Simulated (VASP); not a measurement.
# GaAs (F-43m) in VASP: a series of runs, part 2 of 3

VASP 6.6.1.

**3. Band structure, PBE**

File POSCAR:

```
GaAs                                    
1.0
    0.0000000000      2.8344651458      2.8344651458
    2.8344651458      0.0000000000      2.8344651458
    2.8344651458      2.8344651458      0.0000000000
  Ga              As            
     1     1
Direct
     0.0000000000000000    0.0000000000000000    1.0000000000000000
     0.7500000000000000    0.7500000000000000    0.7500000000000000
```

File INCAR.step1:

```
SYSTEM = GaAs
PREC     = Accurate       ! precision mode
ENCUT    = 450            ! plane-wave cutoff, eV
EDIFF    = 1E-6           ! SCF threshold, eV
ISMEAR   = 0              ! smearing method
SIGMA    = 0.02           ! smearing width, eV
LREAL    = .FALSE.        ! projectors in reciprocal space
LASPH    = .TRUE.         ! aspherical terms in the spheres
NELM     = 120            ! most SCF steps
ALGO     = Normal         ! electronic algorithm
ISIF     = 2              ! what is computed and relaxed
LWAVE    = .FALSE.        ! write WAVECAR
LCHARG   = .TRUE.         ! write CHGCAR
GGA      = PE             ! functional
KPAR     = 2
```

File KPOINTS.step1:

```
regular mesh
0
G
  10 10 10
  0 0 0
```

File INCAR.step2:

```
SYSTEM = GaAs
PREC     = Accurate       ! precision mode
ENCUT    = 450            ! plane-wave cutoff, eV
EDIFF    = 1E-6           ! SCF threshold, eV
ISMEAR   = 0              ! smearing method
SIGMA    = 0.05           ! smearing width, eV
LREAL    = .FALSE.        ! projectors in reciprocal space
LASPH    = .TRUE.         ! aspherical terms in the spheres
NELM     = 120            ! most SCF steps
ALGO     = Normal         ! electronic algorithm
ISIF     = 2              ! what is computed and relaxed
LWAVE    = .FALSE.        ! write WAVECAR
LCHARG   = .FALSE.        ! write CHGCAR
GGA      = PE             ! functional
KPAR     = 2            
ICHARG   = 11             ! starting density
```

File KPOINTS.step2:

```
path GXWKGLUWLK,UX
20
line-mode
reciprocal
 0.0000000000  0.0000000000  0.0000000000  G
 0.5000000000  0.0000000000  0.5000000000  X

 0.5000000000  0.0000000000  0.5000000000  X
 0.5000000000  0.2500000000  0.7500000000  W

 0.5000000000  0.2500000000  0.7500000000  W
 0.3750000000  0.3750000000  0.7500000000  K

 0.3750000000  0.3750000000  0.7500000000  K
 0.0000000000  0.0000000000  0.0000000000  G

 0.0000000000  0.0000000000  0.0000000000  G
 0.5000000000  0.5000000000  0.5000000000  L

 0.5000000000  0.5000000000  0.5000000000  L
 0.6250000000  0.2500000000  0.6250000000  U

 0.6250000000  0.2500000000  0.6250000000  U
 0.5000000000  0.2500000000  0.7500000000  W

 0.5000000000  0.2500000000  0.7500000000  W
 0.5000000000  0.5000000000  0.5000000000  L

 0.5000000000  0.5000000000  0.5000000000  L
 0.3750000000  0.3750000000  0.7500000000  K

 0.6250000000  0.2500000000  0.6250000000  U
 0.5000000000  0.0000000000  0.5000000000  X
```

Potentials or basis: VASP PAW PBE potentials, release 64 (Ga_d, As).

On the command line:

```
$ cat potpaw_PBE.64/Ga_d/POTCAR potpaw_PBE.64/As/POTCAR > POTCAR
$ cp INCAR.step1 INCAR
$ cp KPOINTS.step1 KPOINTS
$ mpirun -np 2 vasp_std > vasp.out
$ cp INCAR.step2 INCAR
$ cp KPOINTS.step2 KPOINTS
$ mpirun -np 2 vasp_std > vasp.out
```

Wall time 46 s (2 MPI ranks of Intel Xeon Platinum 8488C (Sapphire Rapids), shared host); peak memory 0.22 GiB.

Results (log left out):

- Band gap on the k mesh: 0.46 eV, direct
- Band gap along the path: 0.46 eV, direct

Levels at the corners of the path, in eV from the valence-band top:
| point | band 6 | band 7 | band 8 | band 9 | band 10 | band 11 | band 12 | band 13 |
| --- | --- | --- | --- | --- | --- | --- | --- | --- |
| Γ | -12.67 | 0.00 | 0.00 | 0.00 | 0.46 | 3.72 | 3.72 | 3.72 |
| X | -10.20 | -6.78 | -2.65 | -2.65 | 1.48 | 1.66 | 10.10 | 10.10 |
| X | -10.20 | -6.78 | -2.65 | -2.65 | 1.48 | 1.66 | 10.10 | 10.10 |
| W | -10.14 | -6.60 | -3.50 | -3.31 | 4.58 | 4.72 | 5.38 | 6.03 |
| W | -10.14 | -6.60 | -3.50 | -3.31 | 4.58 | 4.72 | 5.38 | 6.03 |
| K | -10.24 | -6.60 | -3.82 | -2.23 | 1.96 | 4.62 | 7.90 | 8.02 |
| K | -10.24 | -6.60 | -3.82 | -2.23 | 1.96 | 4.62 | 7.90 | 8.02 |
| Γ | -12.67 | 0.00 | 0.00 | 0.00 | 0.46 | 3.72 | 3.72 | 3.72 |
| Γ | -12.67 | 0.00 | 0.00 | 0.00 | 0.46 | 3.72 | 3.72 | 3.72 |
| L | -10.93 | -6.60 | -1.13 | -1.13 | 0.98 | 4.63 | 4.63 | 7.74 |
| L | -10.93 | -6.60 | -1.13 | -1.13 | 0.98 | 4.63 | 4.63 | 7.74 |
| U | -10.24 | -6.60 | -3.82 | -2.23 | 1.96 | 4.62 | 7.90 | 8.02 |
| U | -10.24 | -6.60 | -3.82 | -2.23 | 1.96 | 4.62 | 7.90 | 8.02 |
| W | -10.14 | -6.60 | -3.50 | -3.31 | 4.58 | 4.72 | 5.38 | 6.03 |
| W | -10.14 | -6.60 | -3.50 | -3.31 | 4.58 | 4.72 | 5.38 | 6.03 |
| L | -10.93 | -6.60 | -1.13 | -1.13 | 0.98 | 4.63 | 4.63 | 7.74 |
| L | -10.93 | -6.60 | -1.13 | -1.13 | 0.98 | 4.63 | 4.63 | 7.74 |
| K | -10.24 | -6.60 | -3.82 | -2.23 | 1.96 | 4.62 | 7.90 | 8.02 |
| U | -10.24 | -6.60 | -3.82 | -2.23 | 1.96 | 4.62 | 7.90 | 8.02 |
| X | -10.20 | -6.78 | -2.65 | -2.65 | 1.48 | 1.66 | 10.10 | 10.11 |

Caveat: the log is that of the step along the path at fixed density, whose energy, stress, charges and moments have no meaning.

**4. Band structure, r2SCAN**

File INCAR:

```
SYSTEM = GaAs
PREC     = Accurate       ! precision mode
ENCUT    = 450            ! plane-wave cutoff, eV
EDIFF    = 1E-6           ! SCF threshold, eV
ISMEAR   = 0              ! smearing method
SIGMA    = 0.02           ! smearing width, eV
LREAL    = .FALSE.        ! projectors in reciprocal space
LASPH    = .TRUE.         ! aspherical terms in the spheres
NELM     = 120            ! most SCF steps
ALGO     = Normal         ! electronic algorithm
ISIF     = 2              ! what is computed and relaxed
LWAVE    = .FALSE.        ! write WAVECAR
LCHARG   = .FALSE.        ! write CHGCAR
METAGGA  = R2SCAN         ! meta-GGA
LMIXTAU  = .TRUE.       
KPAR     = 2
```

File KPOINTS:

```
regular mesh
0
G
  10 10 10
  0 0 0
```

POSCAR is that of step 3.

File KPOINTS_OPT:

```
path GXWKGLUWLK,UX
20
line-mode
reciprocal
 0.0000000000  0.0000000000  0.0000000000  G
 0.5000000000  0.0000000000  0.5000000000  X

 0.5000000000  0.0000000000  0.5000000000  X
 0.5000000000  0.2500000000  0.7500000000  W

 0.5000000000  0.2500000000  0.7500000000  W
 0.3750000000  0.3750000000  0.7500000000  K

 0.3750000000  0.3750000000  0.7500000000  K
 0.0000000000  0.0000000000  0.0000000000  G

 0.0000000000  0.0000000000  0.0000000000  G
 0.5000000000  0.5000000000  0.5000000000  L

 0.5000000000  0.5000000000  0.5000000000  L
 0.6250000000  0.2500000000  0.6250000000  U

 0.6250000000  0.2500000000  0.6250000000  U
 0.5000000000  0.2500000000  0.7500000000  W

 0.5000000000  0.2500000000  0.7500000000  W
 0.5000000000  0.5000000000  0.5000000000  L

 0.5000000000  0.5000000000  0.5000000000  L
 0.3750000000  0.3750000000  0.7500000000  K

 0.6250000000  0.2500000000  0.6250000000  U
 0.5000000000  0.0000000000  0.5000000000  X
```

On the command line:

```
$ cat potpaw_PBE.64/Ga_d/POTCAR potpaw_PBE.64/As/POTCAR > POTCAR
$ mpirun -np 2 vasp_std > vasp.out
```

It took 2.7 min on 2 MPI ranks of Intel Xeon Platinum 8488C (Sapphire Rapids), shared host; peak memory 0.18 GiB.

It converged, with:

- Free energy: -27.0556 eV
- Pressure: -0.1 GPa
- Band gap on the k mesh: 0.93 eV, direct
- Band gap along the path: 0.93 eV, direct

Levels at the corners of the path, in eV from the valence-band top:
| point | band 6 | band 7 | band 8 | band 9 | band 10 | band 11 | band 12 | band 13 |
| --- | --- | --- | --- | --- | --- | --- | --- | --- |
| Γ | -13.15 | 0.00 | 0.00 | 0.00 | 0.93 | 4.04 | 4.04 | 4.04 |
| X | -10.56 | -6.95 | -2.75 | -2.75 | 1.77 | 1.95 | 10.80 | 10.80 |
| X | -10.56 | -6.95 | -2.75 | -2.75 | 1.77 | 1.95 | 10.80 | 10.80 |
| W | -10.50 | -6.76 | -3.60 | -3.40 | 4.98 | 5.06 | 5.88 | 6.48 |
| W | -10.50 | -6.76 | -3.60 | -3.40 | 4.98 | 5.06 | 5.88 | 6.48 |
| K | -10.60 | -6.76 | -3.93 | -2.31 | 2.28 | 5.00 | 8.50 | 8.55 |
| K | -10.60 | -6.76 | -3.93 | -2.31 | 2.28 | 5.00 | 8.50 | 8.55 |
| Γ | -13.15 | 0.00 | 0.00 | 0.00 | 0.93 | 4.04 | 4.04 | 4.04 |
| Γ | -13.15 | 0.00 | 0.00 | 0.00 | 0.93 | 4.04 | 4.04 | 4.04 |
| L | -11.33 | -6.77 | -1.17 | -1.17 | 1.34 | 4.99 | 4.99 | 8.28 |
| L | -11.33 | -6.77 | -1.17 | -1.17 | 1.34 | 4.99 | 4.99 | 8.28 |
| U | -10.60 | -6.76 | -3.93 | -2.31 | 2.28 | 5.00 | 8.50 | 8.55 |
| U | -10.60 | -6.76 | -3.93 | -2.31 | 2.28 | 5.00 | 8.50 | 8.55 |
| W | -10.50 | -6.76 | -3.60 | -3.40 | 4.98 | 5.06 | 5.88 | 6.48 |
| W | -10.50 | -6.76 | -3.60 | -3.40 | 4.98 | 5.06 | 5.88 | 6.48 |
| L | -11.33 | -6.77 | -1.17 | -1.17 | 1.34 | 4.99 | 4.99 | 8.28 |
| L | -11.33 | -6.77 | -1.17 | -1.17 | 1.34 | 4.99 | 4.99 | 8.28 |
| K | -10.60 | -6.76 | -3.93 | -2.31 | 2.28 | 5.00 | 8.50 | 8.55 |
| U | -10.60 | -6.76 | -3.93 | -2.31 | 2.28 | 5.00 | 8.50 | 8.55 |
| X | -10.56 | -6.95 | -2.75 | -2.75 | 1.77 | 1.95 | 10.80 | 10.80 |

Caveat: the PAW data sets were made with another functional, which shifts forces and pressure a little.

**5. Band structure, PBE**

POSCAR is that of step 4.

INCAR.step1, as its differences from that of step 3:

```diff
@@ -2,3 +2,3 @@
 PREC     = Accurate       ! precision mode
-ENCUT    = 450            ! plane-wave cutoff, eV
+ENCUT    = 300            ! plane-wave cutoff, eV
 EDIFF    = 1E-6           ! SCF threshold, eV
```

KPOINTS.step1 is that of step 3.

INCAR.step2, as its differences from that of step 3:

```diff
@@ -2,3 +2,3 @@
 PREC     = Accurate       ! precision mode
-ENCUT    = 450            ! plane-wave cutoff, eV
+ENCUT    = 300            ! plane-wave cutoff, eV
 EDIFF    = 1E-6           ! SCF threshold, eV
```

KPOINTS.step2 is that of step 3.

On the command line:

```
$ cat potpaw_PBE.64/Ga_d/POTCAR potpaw_PBE.64/As/POTCAR > POTCAR
$ cp INCAR.step1 INCAR
$ cp KPOINTS.step1 KPOINTS
$ mpirun -np 2 vasp_std > vasp.out
$ cp INCAR.step2 INCAR
$ cp KPOINTS.step2 KPOINTS
$ mpirun -np 2 vasp_std > vasp.out
```

It took 15 s on 2 MPI ranks of Intel Xeon Platinum 8488C (Sapphire Rapids), shared host; peak memory 0.16 GiB.

It converged, with:

- Band gap on the k mesh: 0.46 eV, direct
- Band gap along the path: 0.46 eV, direct

Levels at the corners of the path, in eV from the valence-band top:
| point | band 7 | band 8 | band 9 | band 10 | band 11 | band 12 |
| --- | --- | --- | --- | --- | --- | --- |
| Γ | 0.00 | 0.00 | 0.00 | 0.46 | 3.72 | 3.72 |
| X | -6.78 | -2.65 | -2.65 | 1.48 | 1.66 | 10.10 |
| X | -6.78 | -2.65 | -2.65 | 1.48 | 1.66 | 10.10 |
| W | -6.60 | -3.50 | -3.31 | 4.58 | 4.72 | 5.38 |
| W | -6.60 | -3.50 | -3.31 | 4.58 | 4.72 | 5.38 |
| K | -6.60 | -3.82 | -2.24 | 1.96 | 4.62 | 7.90 |
| K | -6.60 | -3.82 | -2.24 | 1.96 | 4.62 | 7.90 |
| Γ | 0.00 | 0.00 | 0.00 | 0.46 | 3.72 | 3.72 |
| Γ | 0.00 | 0.00 | 0.00 | 0.46 | 3.72 | 3.72 |
| L | -6.60 | -1.13 | -1.13 | 0.97 | 4.63 | 4.63 |
| L | -6.60 | -1.13 | -1.13 | 0.97 | 4.63 | 4.63 |
| U | -6.60 | -3.82 | -2.24 | 1.96 | 4.62 | 7.90 |
| U | -6.60 | -3.82 | -2.24 | 1.96 | 4.62 | 7.90 |
| W | -6.60 | -3.50 | -3.31 | 4.58 | 4.72 | 5.38 |
| W | -6.60 | -3.50 | -3.31 | 4.58 | 4.72 | 5.38 |
| L | -6.60 | -1.13 | -1.13 | 0.97 | 4.63 | 4.63 |
| L | -6.60 | -1.13 | -1.13 | 0.97 | 4.63 | 4.63 |
| K | -6.60 | -3.82 | -2.24 | 1.96 | 4.62 | 7.90 |
| U | -6.60 | -3.82 | -2.24 | 1.96 | 4.62 | 7.90 |
| X | -6.78 | -2.65 | -2.65 | 1.48 | 1.66 | 10.10 |

Caveat: the cutoff is under 1.25 times the usual one of these potentials, so pressure, stress and relaxed cells hold a basis-set (Pulay) error; the log is that of the step along the path at fixed density, whose energy, stress, charges and moments have no meaning.

(Part 2 of 3 ends here.)
